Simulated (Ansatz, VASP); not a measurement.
**TaN: VASP beside Ansatz**

One calculation is typed for both programs; each brings its own data sets. How far apart do they land? Of the first pair: The cell is taken from a series of runs on this material, whose earlier steps may have relaxed, scaled, displaced or heated it; both programs get it as it stands.

Method: plane waves, with VASP 6.6.1 beside it; relaxation of cell and atoms at PBEsol and single point at PBEsol, in Ansatz 0.2.0.

## Step 1: Set-up

It takes space group P-6m2 (No. 187, hexagonal). Conventional cell: a = 2.935 Å, b = 2.935 Å, c = 2.866 Å, α = 90.00°, β = 90.00°, γ = 120.00°. Ta has 6 N at 2.22 Å nearest. N has 6 Ta at 2.22 Å nearest. Farther neighbours and most contacts between anions are not listed.

Coordinates:

```cif
data_structure
_symmetry_space_group_name_H-M 'P-6m2'
_symmetry_Int_Tables_number 187
_cell_length_a 2.9350
_cell_length_b 2.9350
_cell_length_c 2.8660
_cell_angle_alpha 90.000
_cell_angle_beta 90.000
_cell_angle_gamma 120.000
_cell_volume 21.38
loop_
_atom_site_label
_atom_site_type_symbol
_atom_site_symmetry_multiplicity
_atom_site_Wyckoff_symbol
_atom_site_fract_x
_atom_site_fract_y
_atom_site_fract_z
_atom_site_occupancy
Ta1 Ta 1 a 0.00000 0.00000 0.00000 1
N1 N 1 f 0.66667 0.33333 0.50000 1
```

## Step 2: Ansatz: relaxation of cell and atoms, PBEsol

Ansatz runs on its PAW soft_1 files.

The relaxed volume is the usual yardstick between codes: in a stiff, nearly cubic crystal its relative difference is about their pressure difference at one cell divided by the bulk modulus.

input.yaml reads:

```yaml
crystal:
  lattice:
    - [2.934959, 0.0, 0.0]
    - [-1.4674795, 2.54174905, 0.0]
    - [0.0, 0.0, 2.8660467]
  atoms:
    - { symbol: Ta, position: [0.0, 0.0, 0.0] }
    - { symbol: "N", position: [0.66666667, 0.33333333, 0.5] }
kpoints:
  mp_grid: { grid: [17, 17, 15] }
scf:
  occupations: { method: fermi_dirac, width: 0.05 }
hamiltonian:
  xc: pbesol
  pseudopotentials: { kind: paw, azcp: { folder: soft_1 }, xc_functional: pbe }
basis:
  ecutwfc: 600
output:
  forces: true
  stress: true
relax:
  f_tol: 0.005
  max_steps: 70
  cell: { stress_tol: 0.02, p_target: 0 }
```

Command:

```bash
ansatz run input.yaml --threads 4 --pin off --max-ram 10240MiB --backend cpu --events-out ev --progress --plain --runs-dir out
```

Numbers of over 12 decimals in the logs are rounded to 6 here.

Output:

```text
Engine: ansatz 0.2.0, x86_64-unknown-linux-gnu
Pseudopotentials: kind: paw
Pseudopotential: Ta, paw, valence charge 13, recommended cutoff 420 eV (normal), soft_1/Ta.paw.azcp
Pseudopotential: N, paw, valence charge 5, recommended cutoff 420 eV (normal), soft_1/N.paw.azcp
Functional definition: PBEsol
  exchange = pbesol_x
  correlation = pbesol_c
Crystal: 2 atoms, lattice volume = 21.381 Å³
Basis set: ecut = 600 eV, 701 PW (Γ), exchange–correlation on 48×48×48 points (8 copies of the dense FFT grid, shifted against one another)
Bands: 13, of which v1, the nominal top of the filled ones, is band 9 counted from 1 (8 counted from 0)
Symmetry: 12 space group operations
Space group: P-6m2 (ITA 187), of the structure as read, at distance tolerance 2.8e-5 Å
k-points: 264 of 4335 (time reversal used)
Non-local potential: Ta, projectors of the file, l = 0: 3, l = 1: 2, l = 2: 2, l = 3: 1
Non-local potential: N, projectors of the file, l = 0: 2, l = 1: 2, l = 2: 1
PAW form: soft (Blöchl's): semilocal exchange-correlation on the pseudo side does not see the compensation charge
PAW frozen core: Ta, regenerated for the run's functional, and the local potential with it (the file was generated under x = pbe(κ = 0.804, μ = 0.219515), c = pbe(β = 0.066725))
PAW frozen core: N, regenerated for the run's functional, and the local potential with it (the file was generated under x = pbe(κ = 0.804, μ = 0.219515), c = pbe(β = 0.066725))
PAW one-centre angular grid: Ta, 590 points (default); XC on 64 Gauss nodes
PAW one-centre angular grid: N, 110 points (default); XC on 64 Gauss nodes
Initial density: superposition of atomic densities (chi_scale 0.1, normalization cell, long waves kept (reshape's long-wave potential 0.00 eV rms))
Initial wavefunctions: pseudopotential atomic-orbital guess
Functional: x = pbesol(κ = 0.804, μ = 0.123457), c = pbesol(β = 0.046)
SCF iter   1: F=—  HF=-10188.580297 eV  |F-HF|=—  |Δ(HF+E_count)|=         —  Δρ=4.83e-2  dr2=2.72e-1  ethr=3.10e-3  ⟨swp⟩=5.7  Hψ=16806  notcnv=0
preconditioner: auto → none  [metal: Δε(μ)=0.067 eV  Ē_g=11.233 eV  σ=0.050 eV  W_gap=0.31  n_scr=8 (ndim 8)  ℏωp=25.4 eV  f_vac=0.000  D(μ)=0.07/eV (n_scr^D=0)  sad-step TF]
SCF iter   2: F=—  HF=-10188.574389 eV  |F-HF|=—  |Δ(HF+E_count)|=   5.91e-3  Δρ=3.03e-2  dr2=1.19e-1  ethr=1.51e-3  ⟨swp⟩=1.0  Hψ=5544  notcnv=0
SCF iter   3: F=—  HF=-10188.562008 eV  |F-HF|=—  |Δ(HF+E_count)|=   1.24e-2  Δρ=1.71e-3  dr2=2.60e-4  ethr=6.59e-4  ⟨swp⟩=2.9  Hψ=5753  notcnv=0
SCF iter   4: F=—  HF=-10188.562108 eV  |F-HF|=—  |Δ(HF+E_count)|=   1.00e-4  Δρ=4.21e-4  dr2=3.06e-5  ethr=1.44e-6  ⟨swp⟩=2.6  Hψ=5741  notcnv=0
SCF iter   5: F=—  HF=-10188.562101 eV  |F-HF|=—  |Δ(HF+E_count)|=   7.09e-6  Δρ=4.74e-5  dr2=2.77e-7  ethr=1.70e-7  ⟨swp⟩=2.0  Hψ=4554  notcnv=0
SCF iter   6: F=-10188.562101 eV  HF=-10188.562101 eV  |F-HF|=5.60e-10  |Δ(HF+E_count)|=   5.69e-9  Δρ=9.42e-6  dr2=5.45e-9  ethr=5.56e-10  ⟨swp⟩=4.9  Hψ=12358  notcnv=0
SCF 1 converged in 6 iterations: F = -10188.562101 eV  dr2 = 5.45e-9
  greatest PAW one-centre occupation: 0.999 electrons in one spin orbital (limit 2), on the Ta atom at site 0 (counted from 0), in its partial waves of l = 0
relax step   1: F+E_penalty+E_count = -10188.56210124 eV  Δ(F+E_penalty+E_count) = +0.000e0 eV  max|allowed force component| = 5.551e-17 eV/Å  Δτ_max = 0.0000 Å  P = -2.019 GPa  Ω = 21.381 Å³  (6 SCF iters, dr2 threshold 1.00e-7 eV, accepted)
[...]
relax step   4: F+E_penalty+E_count = -10188.56370659 eV  Δ(F+E_penalty+E_count) = -1.626e-5 eV  max|allowed force component| = 1.480e-16 eV/Å  Δτ_max = 0.0000 Å  P = -0.041 GPa  Ω = 21.254 Å³  energy of the carried Pulay correction = +1.173e-5 eV  (6 SCF iters, dr2 threshold 2.00e-7 eV, accepted)
[...]
relax step   5: F+E_penalty+E_count = -10188.56370734 eV  Δ(F+E_penalty+E_count) = -7.473e-7 eV  max|allowed force component| = 5.551e-17 eV/Å  Δτ_max = 0.0000 Å  P = +0.000 GPa  Ω = 21.251 Å³  energy of the carried Pulay correction = +1.195e-5 eV  (6 SCF iters, dr2 threshold 1.69e-8 eV, accepted)
[...]
relax step   6: F+E_penalty+E_count = -10188.56369531 eV  Δ(F+E_penalty+E_count) = +1.202e-5 eV  max|allowed force component| = 5.551e-17 eV/Å  Δτ_max = 0.0000 Å  P = -0.000 GPa  Ω = 21.251 Å³  stress off target by 1.36e-4 GPa  SCF on the basis re-selected at this cell (its energy is not comparable with the rows above)  (8 SCF iters)
basis re-selected at this cell: Δ(F+E_penalty+E_count) = +1.202e-5 eV, ΔP = -0.000 GPa vs the last step (what re-selecting the basis moved, of the pressure what is left beyond the Pulay correction that the steps carried, after the strain that the cell walked since its last selection, with what the two solves' SCF thresholds leave and, on support functions, any second-order correction that the steps lacked; it is no m [...]
SCF converged after 8 iterations
Free energy (F): -10188.563695 eV
Harris-Foulkes:  -10188.563695 eV  (|F-HF|=3.64e-12)
Internal energy: -10188.563140 eV  (E = F + TS)
E sigma→0 (E₀):  -10188.563418 eV
Entropy (-TS):   -0.000555 eV (-0.277 meV/atom)
Fermi energy:    20.254007 eV
--- Per-component energies (eV) ---
  E_band       = -51.015159
  E_kinetic    = 523.811854
  E_local      = -581.153381  (includes V_loc(G=0)·N_el)
  E_nonlocal   = 26.445999
  E_hartree    = 207.792658
  E_xc         = -379.197751
  E_vxc        = -310.426042  (∫ρ·V_xc dr)
  E_paw        = -8304.614829  (= ΣΔE_a)
  E_vpaw       = -125.278959  (= ΣTr[D̂ρ^β])
  E_aug_tail   = 0.000053  (compensation charges beyond the density's cutoff)
  E_ewald      = -1681.889555
  E_core_change = 0.241812  (= ΣΔE_core)
  E_smearing   = -0.000555  (= −TS)
  E_closure    = 0.000000  (closes the sum)
  Σ components = -10188.563695   (vs F -10188.563695, Δ=0.00e0)
--- Forces (eV/Å), atoms counted from 1 ---
  atom   1  Ta     0.00000000     0.00000000     0.00000000
  atom   2  N      0.00000000     0.00000000     0.00000000
  max |Σ_I F_I| component: 4.81e-16 eV/Å
--- Stress (GPa, compression-positive) ---
       -0.000136      -0.000000       0.000000
       -0.000000      -0.000136      -0.000000
        0.000000      -0.000000      -0.000035
  P = ⅓ Tr σ = -0.0001 GPa (-0.001 kbar)
--- Relaxed structure (5 steps of the walk, 4 accepted, 1 SCFs on fresh bases) ---
  F+E_penalty+E_count = -10188.56369531 eV   max|allowed force component| = 5.551e-17 eV/Å   (the final SCF, on the basis selected at the relaxed cell)
  cell:  # Å, volume = 21.2515 Å³
    - [2.923783, 0.0, 0]
    - [-1.461891, 2.532070, -1.0486115282567808e-19]
    - [0, -1.1824021763005335e-19, 2.870570]
  atoms:
    - { symbol: Ta, position: [1.850371700815422e-17, -1.850371700815423e-17, 0] }
    - { symbol: N, position: [0.666667, 0.333333, 0.500000] }
```

In the SCF lines HF is the Harris–Foulkes energy and dr2 the Hartree energy of the density residual, in eV; the loop may stop once dr2 is under the threshold and the program's other checks hold. Hψ counts applications of the Hamiltonian.

## Step 3: VASP: relaxation of cell and atoms, PBEsol

The same cell, functional, mesh and smearing now go to VASP, with its own data sets.

Lines of VASP's logs that name or quote its potential files are left out, and so is its time.

INCAR reads:

```
SYSTEM = TaN
PREC = Accurate
ENCUT = 600
EDIFF = 1E-07
NELM = 120
ISMEAR = -1
SIGMA = 0.05
LREAL = .FALSE.
ALGO = Normal
GGA = PS
NBANDS = 14
LASPH = .TRUE.
LORBIT = 11
LWAVE = .FALSE.
LCHARG = .FALSE.
ISIF = 3
IBRION = 2
NSW = 80
EDIFFG = -0.005
GGA_COMPAT = .FALSE.
NELMIN = 4
KPAR = 2
```

POSCAR reads:

```
TaN
1.0
    2.9349590000      0.0000000000      0.0000000000
   -1.4674795000      2.5417490500      0.0000000000
    0.0000000000      0.0000000000      2.8660467000
Ta N
1 1
Direct
    0.0000000000      0.0000000000      0.0000000000
    0.6666666667      0.3333333333      0.5000000000
```

KPOINTS reads:

```
Automatic mesh
0
Gamma
17 17 15
0 0 0
```

Potentials, in the order of the species: Ta_pv and N (PBE family, release 64).

Command:

```bash
mpirun -np 2 vasp_std
```

Output:

```text
[banner, memory and clock lines left out]
running    2 mpi-ranks, on    1 nodes
 distrk:  each k-point on    1 cores,    2 groups
 distr:  one band on    1 cores,    1 groups

 POSCAR found type information on POSCAR TaN
 POSCAR found :  2 types and       2 ions
|                                                                             |
|               ----> ADVICE to this user running VASP <----                  |
|                                                                             |
|     You enforced a specific xc type in the INCAR file but a different       |
|     [... a line on the potential file left out ...]
|     I HOPE YOU KNOW WHAT YOU ARE DOING!                                     |
|                                                                             |

 LDA part: xc-table for (Slater+PW92), standard interpolation
 POSCAR, INCAR and KPOINTS ok, starting setup
 FFT: planning ... GRIDC
 FFT: planning ... GRID_SOFT
 FFT: planning ... GRID
 WAVECAR not read
 entering main loop
       N       E                     dE             d eps       ncg     rms          rms(c)
DAV:   1     0.104759806538E+03    0.10476E+03   -0.95782E+03  7392   0.133E+03
DAV:   2    -0.224184475657E+02   -0.12718E+03   -0.12086E+03  9030   0.346E+02
DAV:   3    -0.261172115300E+02   -0.36988E+01   -0.36692E+01  8646   0.580E+01
DAV:   4    -0.261378346540E+02   -0.20623E-01   -0.20620E-01  8664   0.459E+00
DAV:   5    -0.261379664768E+02   -0.13182E-03   -0.13182E-03  8718   0.335E-01    0.241E+01
DAV:   6    -0.239329259454E+02    0.22050E+01   -0.39378E+00  8820   0.246E+01    0.102E+01
DAV:   7    -0.238437988874E+02    0.89127E-01   -0.37406E-01  9036   0.625E+00    0.708E+00
DAV:   8    -0.238123166389E+02    0.31482E-01   -0.13208E-01  9966   0.350E+00    0.151E+00
DAV:   9    -0.238071601098E+02    0.51565E-02   -0.11357E-02  8448   0.973E-01    0.208E-01
DAV:  10    -0.238070720781E+02    0.88032E-04   -0.54015E-04 10020   0.286E-01    0.146E-01
DAV:  11    -0.238070296102E+02    0.42468E-04   -0.65536E-05  8442   0.838E-02    0.159E-02
DAV:  12    -0.238070296144E+02   -0.41966E-08   -0.47853E-06  9648   0.200E-02    0.197E-03
DAV:  13    -0.238070295794E+02    0.34941E-07   -0.34001E-08  5856   0.189E-03
   1 F= -.23807030E+02 E0= -.23806740E+02  d E =-.238070E+02
[...]
2 F= -.23805834E+02 E0= -.23805556E+02  d E =0.119585E-02
[...]
3 F= -.23808162E+02 E0= -.23807875E+02  d E =-.113212E-02
[...]
4 F= -.23808034E+02 E0= -.23807750E+02  d E =0.127987E-03
[...]
5 F= -.23808223E+02 E0= -.23807938E+02  d E =-.617425E-04
 curvature:  -0.18 expect dE=-0.642E-06 dE for cont linesearch -0.627E-06
 ZBRENT: interpolating
 opt :   0.3355  next Energy=   -23.808224 (dE=-0.624E-04)
 bond charge predicted
       N       E                     dE             d eps       ncg     rms          rms(c)
DAV:   1    -0.238082252840E+02   -0.18542E-05   -0.53223E-05  7992   0.766E-02    0.113E-02
DAV:   2    -0.238082244167E+02    0.86724E-06   -0.13075E-06  8142   0.121E-02    0.509E-03
DAV:   3    -0.238082240734E+02    0.34330E-06   -0.59884E-07 10260   0.798E-03    0.909E-04
DAV:   4    -0.238082240569E+02    0.16575E-07   -0.14027E-08  4548   0.113E-03
   6 F= -.23808224E+02 E0= -.23807939E+02  d E =-.623551E-04
 curvature:  -0.18 expect dE=-0.115E-06 dE for cont linesearch -0.385E-09
 trial: gam= 0.00842 g(F)=  0.200E-48 g(S)=  0.645E-06 ort = 0.926E-06 (trialstep = 0.773E+00)
 search vector abs. value=  0.689E-06
 reached required accuracy - stopping structural energy minimisation
```

Parts of OUTCAR (step 3):

```text
ion  position               nearest neighbor table
   1  0.000  0.000  0.000-   2 2.22   2 2.22   2 2.22   2 2.22   2 2.22   2 2.22
   2  0.667  0.333  0.500-   1 2.22   1 2.22   1 2.22   1 2.22   1 2.22   1 2.22

  LATTYP: Found a hexagonal cell.
 ALAT       =     2.9349590000
 C/A-ratio  =     0.9765201831

 Subroutine GETGRP returns: Found 12 space group operations
 (whereof 12 operations were pure point group operations)

The static configuration has the point symmetry D_3h.

 Found    264 irreducible k-points:

   k-points           NKPTS =    264   k-points in BZ     NKDIM =    264   number of bands    NBANDS=     14

   dimension x,y,z NGX =    24 NGY =   24 NGZ =   24
   dimension x,y,z NGXF=    48 NGYF=   48 NGZF=   48

   ENCUT  =  600.0 eV  44.10 Ry    6.64 a.u.   5.86  5.86  5.72*2*pi/ulx,y,z

   NELECT =      16.0000    total number of electrons

 k-points in reciprocal lattice and weights: Automatic mesh
   0.00000000  0.00000000  0.00000000       0.000
   0.05882353  0.00000000  0.00000000       0.001
   0.11764706  0.00000000  0.00000000       0.001
   0.17647059  0.00000000  0.00000000       0.001
   0.23529412  0.00000000  0.00000000       0.001
   0.29411765  0.00000000  0.00000000       0.001
   0.35294118  0.00000000  0.00000000       0.001
   0.41176471 -0.00000000  0.00000000       0.001
   0.47058824  0.00000000  0.00000000       0.001
[...]
0.29411765  0.29411765  0.46666667       0.003
   0.35294118  0.29411765  0.46666667       0.003

 average (electrostatic) potential at core
       1 -34.6570       2 -61.6378

 E-fermi :   8.1874

 k-point     1 :       0.0000    0.0000    0.0000
  band No.  band energies     occupation
    ...
      4      -9.6104      2.00000
      5       3.6063      2.00000
      6       3.6063      2.00000
      7       3.9325      2.00000
      8       5.2885      2.00000
      9      10.5264      0.00000
     10      11.8646      0.00000
     11      11.8646      0.00000
     12      12.2615      0.00000
     13      12.2615      0.00000
    ...

 k-point     2 :       0.0588    0.0000    0.0000
  band No.  band energies     occupation
    ...
      4      -9.5354      2.00000
      5       3.3696      2.00000
      6       3.6629      2.00000
      7       4.0485      2.00000
      8       5.1796      2.00000
      9      10.8005      0.00000
     10      11.7035      0.00000
     11      11.8746      0.00000
     12      12.2230      0.00000
     13      12.3631      0.00000
    ...

 k-point     3 :       0.1176    0.0000    0.0000
  band No.  band energies     occupation
    ...
      4      -9.3199      2.00000
      5       2.8222      2.00000
      6       3.8234      2.00000
      7       4.3162      2.00000
      8       4.8869      2.00000
      9      11.2213      0.00000
     10      11.5786      0.00000
     11      11.9162      0.00000
     12      12.1145      0.00000
     13      12.6232      0.00000
    ...

  Total       -0.0036354     -0.0036354      0.0005618      0.0000000     -0.0000000      0.0000000
  in kB       -0.2734651     -0.2734651      0.0422607      0.0000000     -0.0000000      0.0000000
  external PRESSURE =      -0.1682232 kB  Pullay stress =       0.0000000 kB

  energy-cutoff  :      600.00
  volume of cell :       21.30
      direct lattice vectors                 reciprocal lattice vectors
     2.925767237  0.000000000  0.000000000     0.341790689  0.197332947  0.000000000
    -1.462883619  2.533788750  0.000000000     0.000000000  0.394665893  0.000000000
     0.000000000 -0.000000000  2.873086853     0.000000000 -0.000000000  0.348057699

 POSITION                                       TOTAL-FORCE (eV/Angst)
 -----------------------------------------------------------------------------------
     -0.00000      0.00000      0.00000         0.000000     -0.000000      0.000000
      1.46288      0.84460      1.43654        -0.000000      0.000000     -0.000000
 -----------------------------------------------------------------------------------
    total drift:                               -0.000000     -0.000000      0.000000

  FREE ENERGIE OF THE ION-ELECTRON SYSTEM (eV)
  ---------------------------------------------------
  free  energy   TOTEN  =       -23.8082240569 eV

  energy  without entropy=      -23.8076531022  energy(sigma->0) =      -23.80793858

 reached required accuracy - stopping structural energy minimisation

 total charge
# of ion       s       p       d       tot
------------------------------------------
    1        0.308   6.274   2.455   9.037
    2        1.219   2.491   0.000   3.710
--------------------------------------------------
tot          1.527   8.766   2.455  12.747

[... 3 further parts left out ...]
```

CONTCAR:

```
TaN
   1.00000000000000
     2.9257672370625358    0.0000000000000000    0.0000000000000000
    -1.4628836185312679    2.5337887498194043    0.0000000000000000
     0.0000000000000000   -0.0000000000000000    2.8730868531444922
  Ta              N
     1     1
Direct
     0.0000000000000000    0.0000000000000000    0.0000000000000000
     0.6666666667000030    0.3333333332999970    0.5000000000000000
```

The PAW data sets were made with PBE, which is usual practice but a small mismatch for other functionals. The run keeps the 12 symmetry operations of its start, so it cannot find a distortion of lower symmetry.

## Step 4: Differences

Known differences besides the potentials themselves: the data sets hold 18 valence electrons in Ansatz (on its PAW soft_1 files) and 16 in VASP; Ansatz makes its cores anew for this functional, VASP keeps those of its PBE data sets; Ansatz adds a Pulay correction to the stress that steers its cell, VASP none. Total energies have different zeros and are not compared.

Compared:

```tsv
quantity	Ansatz	VASP	difference
volume (Å³)	21.25	21.30	-0.22 %
edge a after relaxation, in the typed setting (Å)	2.924	2.926	-0.07 %
edge c after relaxation, in the typed setting (Å)	2.871	2.873	-0.09 %
```

## Step 5: Ansatz: relaxation, PBEsol

This run makes the geometry at which the two programs are then compared.

The structure compared here is the end of the Ansatz relaxation.

input.yaml, the sections that differ from step 2:

```yaml
crystal:
  lattice:
    - [2.938401915, 0.0, 0.0]
    - [-1.4692009575, 2.5447307049, 0.0]
    - [0.0, 0.0, 2.8131586]
  atoms:
    - { symbol: Ta, position: [0.0, 0.0, 0.0] }
    - { symbol: "N", position: [0.6666667, 0.3333333, 0.5] }
relax:
  f_tol: 0.005
  max_steps: 70
  cell: { stress_tol: 0.02, p_target: 0, fix: [c, alpha, beta, gamma] }
# kpoints, scf, hamiltonian, basis, output: as in step 2
```

Command:

```bash
ansatz run input.yaml --threads 4 --pin off --max-ram 10240MiB --backend cpu --events-out ev --progress --plain --runs-dir out
```

Output:

```text
[...]
-0.000000      -0.000000      16.760423
  P = ⅓ Tr σ = 5.5836 GPa (55.836 kbar)
--- Relaxed structure (3 steps of the walk, 3 accepted, 1 SCFs on fresh bases) ---
[...]
cell:  # Å, volume = 20.9834 Å³
    - [2.934778, -1.0759377305275533e-19, 0]
    - [-1.467389, 2.541593, 0]
    - [0, 0, 2.8131586]
  atoms:
    - { symbol: Ta, position: [4.491046730214822e-9, -4.491046804229698e-9, 0] }
    - { symbol: N, position: [0.666667, 0.333333, 0.5] }
[key lines of the parts left out:]
SCF converged after 7 iterations
Free energy (F): -10188.541730 eV
Fermi energy:    20.553059 eV
```

(Part 1 of 2 ends here.)

[Lines on the potential files, build, host, timing and source positions are cut from VASP's logs without a mark.]

[Logs are printed without paths, hosts, clocks, repeated set-up lines and the standing remarks that a program may print on its own settings, such as how far it seeks lower states.]

[Hosts, paths, dates, database ids (printed as entryN), source tags and the programs' standing remarks are cut or masked in the printed files.]
